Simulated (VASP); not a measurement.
Here is a VASP 6.6.1 calculation.

Contents of POSCAR:

```
Ge4I
1.0
    2.7458600000     -1.7813100000      0.0000000000
    2.7458600000      1.7813100000      0.0000000000
   -1.1353000000      0.0000000000     12.9906800000
Ge I
4 1
Direct
    0.5181900000      0.5181900000      0.7225300000
    0.8447900000      0.8447900000      0.5780500000
    0.1552100000      0.1552100000      0.4219500000
    0.4818100000      0.4818100000      0.2774700000
    0.0000000000      0.0000000000      0.0000000000
```

INCAR.step1

```
PREC     = Accurate       # precision mode
ENCUT    = 520            # plane-wave cutoff, eV
EDIFF    = 1E-7           # SCF threshold, eV
ISMEAR   = -1             # smearing method
SIGMA    = 0.05           # smearing width, eV
LREAL    = False          # projectors in reciprocal space
LASPH    = True           # aspherical terms in the spheres
NELM     = 60             # most SCF steps
ALGO     = Fast           # electronic algorithm
ISIF     = 2              # what is computed and relaxed
LWAVE    = False          # write WAVECAR
LCHARG   = True           # write CHGCAR
GGA      = PE             # functional
NBANDS   = 40             # bands
```

The input KPOINTS.step1:

```
Automatic mesh
0
Gamma
  7 7 2
```

INCAR.step2

```
PREC     = Accurate       # precision mode
ENCUT    = 520            # plane-wave cutoff, eV
EDIFF    = 1E-7           # SCF threshold, eV
ISMEAR   = 0              # smearing method
SIGMA    = 0.05           # smearing width, eV
LREAL    = False          # projectors in reciprocal space
LASPH    = True           # aspherical terms in the spheres
NELM     = 60             # most SCF steps
ALGO     = Fast           # electronic algorithm
ISIF     = 2              # what is computed and relaxed
LWAVE    = False          # write WAVECAR
LCHARG   = False          # write CHGCAR
GGA      = PE             # functional
NBANDS   = 40             # bands
ICHARG   = 11             # starting density
```

KPOINTS.step2

```
path GYFLI,I1ZF1,YX1,XGN,MG
15
line-mode
reciprocal
 0.0000000000  0.0000000000  0.0000000000  G
-0.5000000000 -0.5000000000  0.0000000000  Y

-0.5000000000 -0.5000000000  0.0000000000  Y
-0.5054174359 -0.5054174359  0.2955104830  F

-0.5054174359 -0.5054174359  0.2955104830  F
-0.5000000000 -0.5000000000  0.5000000000  L

-0.5000000000 -0.5000000000  0.5000000000  L
-0.6478721995 -0.3521278005  0.5000000000  I

-0.3521278005  0.3521278005  0.5000000000  I1
 0.0000000000  0.0000000000  0.5000000000  Z

 0.0000000000  0.0000000000  0.5000000000  Z
-0.4945825641 -0.4945825641  0.7044895170  F1

-0.5000000000 -0.5000000000  0.0000000000  Y
-0.6439851730 -0.3560148270  0.0000000000  X1

-0.3560148270  0.3560148270  0.0000000000  X
 0.0000000000  0.0000000000  0.0000000000  G

 0.0000000000  0.0000000000  0.0000000000  G
-0.5000000000  0.0000000000  0.0000000000  N

-0.5000000000  0.0000000000  0.5000000000  M
 0.0000000000  0.0000000000  0.0000000000  G
```

Potentials or basis: VASP PAW PBE potentials, release 64 (Ge_d, I).

Command:

```console
$ cat potpaw_PBE.64/Ge_d/POTCAR potpaw_PBE.64/I/POTCAR > POTCAR
$ cp INCAR.step1 INCAR
$ cp KPOINTS.step1 KPOINTS
$ mpirun -np 1 vasp_std > vasp.out
$ cp INCAR.step2 INCAR
$ cp KPOINTS.step2 KPOINTS
$ mpirun -np 1 vasp_std > vasp.out
```

Predict the band gap along the path.

none (metal or under the smearing width).

Levels at the corners of the path, in eV from the Fermi level:
| point | band 30 | band 31 | band 32 | band 33 | band 34 | band 35 | band 36 | band 37 |
| --- | --- | --- | --- | --- | --- | --- | --- | --- |
| Γ | 2.16 | 2.45 | 3.08 | 3.70 | 4.28 | 4.50 | 4.80 | 5.61 |
| Y | -1.45 | -1.08 | -0.91 | -0.33 | 0.18 | 1.20 | 2.33 | 2.89 |
| Y | -1.45 | -1.08 | -0.91 | -0.33 | 0.18 | 1.20 | 2.33 | 2.89 |
| F | -1.44 | -1.19 | -1.09 | -0.28 | 0.19 | 1.40 | 2.23 | 2.87 |
| F | -1.44 | -1.19 | -1.09 | -0.28 | 0.19 | 1.40 | 2.23 | 2.87 |
| L | -1.45 | -1.44 | -1.09 | -0.25 | 0.19 | 1.52 | 2.16 | 2.86 |
| L | -1.45 | -1.44 | -1.09 | -0.25 | 0.19 | 1.52 | 2.16 | 2.86 |
| I | -2.59 | -1.86 | -1.77 | -1.05 | -0.52 | 1.42 | 1.71 | 2.77 |
| I1 | -2.59 | -1.86 | -1.77 | -1.05 | -0.52 | 1.42 | 1.71 | 2.77 |
| Z | 1.77 | 2.45 | 3.07 | 3.70 | 4.28 | 4.81 | 5.09 | 6.18 |
| Z | 1.77 | 2.45 | 3.07 | 3.70 | 4.28 | 4.81 | 5.09 | 6.18 |
| F1 | -1.44 | -1.19 | -1.09 | -0.28 | 0.19 | 1.40 | 2.23 | 2.87 |
| Y | -1.45 | -1.08 | -0.91 | -0.33 | 0.18 | 1.20 | 2.33 | 2.89 |
| X1 | -2.51 | -1.97 | -1.40 | -1.38 | -0.54 | 1.28 | 1.93 | 2.90 |
| X | -2.51 | -1.97 | -1.40 | -1.38 | -0.54 | 1.28 | 1.93 | 2.90 |
| Γ | 2.16 | 2.45 | 3.08 | 3.70 | 4.28 | 4.50 | 4.80 | 5.61 |
| Γ | 2.16 | 2.45 | 3.08 | 3.70 | 4.28 | 4.50 | 4.80 | 5.61 |
| N | -1.94 | -0.24 | 0.25 | 0.85 | 1.40 | 2.18 | 2.60 | 4.14 |
| M | -1.53 | -0.46 | 0.25 | 0.86 | 1.08 | 2.16 | 2.93 | 4.68 |
| Γ | 2.16 | 2.45 | 3.08 | 3.70 | 4.28 | 4.50 | 4.80 | 5.61 |

Caveat: the log is that of the step along the path at fixed density, whose energy, stress, charges and moments have no meaning; spin-orbit coupling is left out, which moves the levels of the heavy elements; an odd number of electrons without spin polarisation forces a metal; a magnetic or distorted state may lie lower.
